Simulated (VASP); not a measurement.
Level of theory: PBEsol GGA, VASP's PBE PAW potentials (set 64) (plane waves; VASP).

The input files of a VASP run:

### KPOINTS
```
Automatic
0
G
 13 13 7
```

**POSCAR**
```
Au
1.0
  2.8905520000   0.0000000000   0.0000000000
 -1.4452760000   2.5032920000   0.0000000000
  0.0000000000   0.0000000000   4.6930830000
Au
2
Cart
 -0.0000014453   1.6688621678   1.1732707500
  1.4452774453   0.8344298322   3.5198122500
```

### INCAR
```
# general
SYSTEM  = Au
PREC    = Accurate
ENCUT   = 400
LREAL   = .False.
LASPH   = .True.

# electronic loop
EDIFF   = 1E-6
NELM    = 100
ALGO    = Normal
LMAXMIX = 6

# smearing
ISMEAR  = 1
SIGMA   = 0.1

# functional
GGA     = PS

# ions
IBRION  = 2
NSW     = 60
ISIF    = 3
EDIFFG  = -0.01

# output
LWAVE   = .False.
LCHARG  = .False.
```

POTCAR, in this order: Au (PBE.64 set). Program: vasp_std.

Output

### OSZICAR
```
       N       E                     dE             d eps       ncg     rms          rms(c)
DAV:   1     0.102058518825E+03    0.10206E+03   -0.10306E+04  2534   0.115E+03
DAV:   2    -0.726769931196E+01   -0.10933E+03   -0.10496E+03  2758   0.257E+02
DAV:   3    -0.851644738426E+01   -0.12487E+01   -0.12457E+01  3073   0.300E+01
DAV:   4    -0.852140726705E+01   -0.49599E-02   -0.49597E-02  3010   0.190E+00
DAV:   5    -0.852144917989E+01   -0.41913E-04   -0.41912E-04  3227   0.182E-01    0.137E+01
DAV:   6    -0.789725340206E+01    0.62420E+00   -0.14239E+00  2723   0.118E+01    0.844E+00
DAV:   7    -0.785059663715E+01    0.46657E-01   -0.15972E-01  2975   0.384E+00    0.347E+00
DAV:   8    -0.784477982233E+01    0.58168E-02   -0.11612E-02  2737   0.103E+00    0.434E-01
DAV:   9    -0.784475605546E+01    0.23767E-04   -0.38842E-05  3248   0.606E-02    0.292E-02
DAV:  10    -0.784476480307E+01   -0.87476E-05   -0.17098E-06  2471   0.146E-02    0.348E-03
DAV:  11    -0.784476512487E+01   -0.32179E-06   -0.20227E-07  1736   0.434E-03
   1 F= -.78447651E+01 E0= -.78447920E+01  d E =-.784477E+01
       N       E                     dE             d eps       ncg     rms          rms(c)
DAV:   1    -0.788894375837E+01   -0.44179E-01   -0.20044E+00  2758   0.116E+01    0.932E-01
DAV:   2    -0.786179752295E+01    0.27146E-01   -0.18230E-02  2751   0.132E+00    0.484E-01
DAV:   3    -0.785068684402E+01    0.11111E-01   -0.20584E-02  2821   0.130E+00    0.106E-01
DAV:   4    -0.785077886515E+01   -0.92021E-04   -0.87565E-04  2807   0.244E-01    0.835E-02
DAV:   5    -0.785078792571E+01   -0.90606E-05   -0.97494E-06  3080   0.266E-02    0.227E-02
DAV:   6    -0.785078939103E+01   -0.14653E-05   -0.12766E-06  1906   0.811E-03    0.402E-03
DAV:   7    -0.785078951773E+01   -0.12670E-06   -0.98996E-08  1498   0.249E-03
   2 F= -.78507895E+01 E0= -.78509073E+01  d E =-.602439E-02
       N       E                     dE             d eps       ncg     rms          rms(c)
DAV:   1    -0.785236759013E+01   -0.15782E-02   -0.71576E-02  2800   0.219E+00    0.176E-01
DAV:   2    -0.785139190154E+01    0.97569E-03   -0.64279E-04  2688   0.249E-01    0.920E-02
DAV:   3    -0.785099391547E+01    0.39799E-03   -0.74911E-04  2821   0.248E-01    0.199E-02
DAV:   4    -0.785099721819E+01   -0.33027E-05   -0.31692E-05  2849   0.468E-02    0.159E-02
DAV:   5    -0.785099810951E+01   -0.89132E-06   -0.35326E-07  1862   0.527E-03
   3 F= -.78509981E+01 E0= -.78511516E+01  d E =-.623298E-02
       N       E                     dE             d eps       ncg     rms          rms(c)
DAV:   1    -0.785101823156E+01   -0.21013E-04   -0.11234E-03  2814   0.274E-01    0.218E-02
DAV:   2    -0.785100218743E+01    0.16044E-04   -0.99586E-06  2737   0.310E-02    0.113E-02
DAV:   3    -0.785099654047E+01    0.56470E-05   -0.11719E-05  2842   0.310E-02    0.262E-03
DAV:   4    -0.785099657844E+01   -0.37964E-07   -0.46450E-07  1428   0.584E-03
   4 F= -.78509966E+01 E0= -.78511532E+01  d E =-.623145E-02
       N       E                     dE             d eps       ncg     rms          rms(c)
DAV:   1    -0.785224286495E+01   -0.12463E-02   -0.22847E-02  2534   0.156E+00    0.213E-01
DAV:   2    -0.785101134865E+01    0.12315E-02   -0.28051E-03  2527   0.531E-01    0.883E-02
DAV:   3    -0.785096148473E+01    0.49864E-04   -0.16808E-04  2681   0.125E-01    0.645E-02
DAV:   4    -0.785096687847E+01   -0.53937E-05   -0.96822E-06  2772   0.230E-02    0.342E-03
DAV:   5    -0.785096713734E+01   -0.25886E-06   -0.60340E-07  1582   0.770E-03
   5 F= -.78509671E+01 E0= -.78511235E+01  d E =0.294411E-04
       N       E                     dE             d eps       ncg     rms          rms(c)
DAV:   1    -0.785155695483E+01   -0.59008E-03   -0.97690E-03  2534   0.102E+00    0.139E-01
DAV:   2    -0.785104151863E+01    0.51544E-03   -0.12003E-03  2527   0.347E-01    0.586E-02
DAV:   3    -0.785101368030E+01    0.27838E-04   -0.71128E-05  2667   0.815E-02    0.429E-02
DAV:   4    -0.785100951283E+01    0.41675E-05   -0.39832E-06  2751   0.147E-02    0.171E-03
DAV:   5    -0.785100921461E+01    0.29823E-06   -0.24243E-07  1358   0.490E-03
   6 F= -.78510092E+01 E0= -.78511659E+01  d E =-.126362E-04
```

### OUTCAR
```
------------------------ aborting loop because EDIFF is reached ----------------------------------------
  FORCE on cell =-STRESS in cart. coord.  units (eV):
  Direction    XX          YY          ZZ          XY          YZ          ZX
  --------------------------------------------------------------------------------------
  Total        0.0043267      0.0043267     -0.0099477      0.0000000     -0.0000000      0.0000000
  in kB        0.2041322      0.2041322     -0.4693260      0.0000000     -0.0000000      0.0000000
  external PRESSURE =      -0.0203539 kB  Pullay stress =       0.0000000 kB
  volume of cell :       33.96
      direct lattice vectors                 reciprocal lattice vectors
     2.868207594  0.000000000  0.000000000     0.348649799  0.201293013 -0.000000000
    -1.434103797  2.483941164 -0.000000000    -0.000000000  0.402586025 -0.000000000
     0.000000000  0.000000000  4.766571499    -0.000000000  0.000000000  0.209794398
 POSITION                                       TOTAL-FORCE (eV/Angst)
 -----------------------------------------------------------------------------------
     -0.00000      1.65596      1.19164        -0.000000     -0.000000      0.000000
      1.43411      0.82798      3.57493         0.000000      0.000000      0.000000
 -----------------------------------------------------------------------------------
    total drift:                               -0.000149      0.000092     -0.000017
  FREE ENERGIE OF THE ION-ELECTRON SYSTEM (eV)
  ---------------------------------------------------
  free  energy   TOTEN  =        -7.8510092146 eV

  energy  without entropy=       -7.8514793803  energy(sigma->0) =       -7.85116594

 reached required accuracy - stopping structural energy minimisation
```
(Selected blocks of OUTCAR.)

### CONTCAR
```
Au
   1.00000000000000
     2.8682075941205012    0.0000000000000000    0.0000000000000000
    -1.4341037970602506    2.4839411644276992   -0.0000000000000000
     0.0000000000000000    0.0000000000000000    4.7665714985633150
  Au
     2
Direct
     0.3333330000000032    0.6666669999999968    0.2500000000000000
     0.6666669999999968    0.3333330000000032    0.7500000000000000
```

The structure was generated: Au was put into the hcp type (P6_3/mmc), which need not be its known phase. This run relaxes it. Symmetry was kept, so distortions that lower it aren't found.
